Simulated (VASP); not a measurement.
Input for VASP

INCAR:
```
SYSTEM = BPO4
PREC = Accurate; ENCUT = 520; LREAL = .FALSE.
LASPH = .TRUE.
EDIFF = 1E-7; NELM = 100; ALGO = Normal
ISMEAR = -5
GGA = PS
ISIF = 2
LWAVE = .FALSE.; LCHARG = .TRUE.; LORBIT = 11
NEDOS = 601
LEFG = .TRUE.
```

### POSCAR
```
BPO4
3.3424760
 -0.6560171885   0.6560171649   0.9999999991
  0.6560171885  -0.6560171649   0.9999999991
  0.6560171649   0.6560171885  -0.9999999991
B P O
1 1 4
direct
  0.7500000000   0.2500000000   0.5000000000
  0.0000000000   0.0000000000   0.0000000000
  0.3859145537   0.2628452446   0.3950223749
  0.8678228697   0.9908921788   0.6049776251
  0.0091078212   0.6140854463   0.8769306909
  0.7371547554   0.1321771303   0.1230693091
```

### KPOINTS
```
Automatic
0
Gamma
 8 8 8
0 0 0
```

POTCAR, in this order: B P O (PBE.64 set). Program: vasp_std.

Q: Translate this PBEsol calculation to Quantum ESPRESSO's pw.x.

A: One equivalent input (not run):
```
&CONTROL
  calculation = 'scf'
  pseudo_dir = './pseudo'
  outdir = './out'
  tprnfor = .true.
  tstress = .true.
/
&SYSTEM
  ibrav = 0
  nat = 6
  ntyp = 3
  ecutwfc = 84
  occupations = 'tetrahedra'
  input_dft = 'pbesol'
/
&ELECTRONS
  conv_thr = 7.3e-09
  electron_maxstep = 100
/
ATOMIC_SPECIES
  B 10.810 B.upf
  P 30.974 P.upf
  O 15.999 O.upf
CELL_PARAMETERS angstrom
    -2.1927217    2.1927216    3.3424760
     2.1927217   -2.1927216    3.3424760
     2.1927216    2.1927217   -3.3424760
ATOMIC_POSITIONS crystal
  B    0.7500000  0.2500000  0.5000000
  P    0.0000000  0.0000000  0.0000000
  O    0.3859146  0.2628452  0.3950224
  O    0.8678229  0.9908922  0.6049776
  O    0.0091078  0.6140854  0.8769307
  O    0.7371548  0.1321771  0.1230693
K_POINTS automatic
  8 8 8 0 0 0
```
Limits of the translation: the potentials are each code's own (VASP's PAW set, PseudoDojo norm-conserving files in pw.x), so ENCUT and ecutwfc are chosen apart and not converted; conv_thr bounds pw.x's estimated SCF error, while EDIFF bounds the energy change between steps; the field gradients of LEFG aren't asked of the other code.

The compound is BPO4 in the sg82 structure. It was relaxed first.
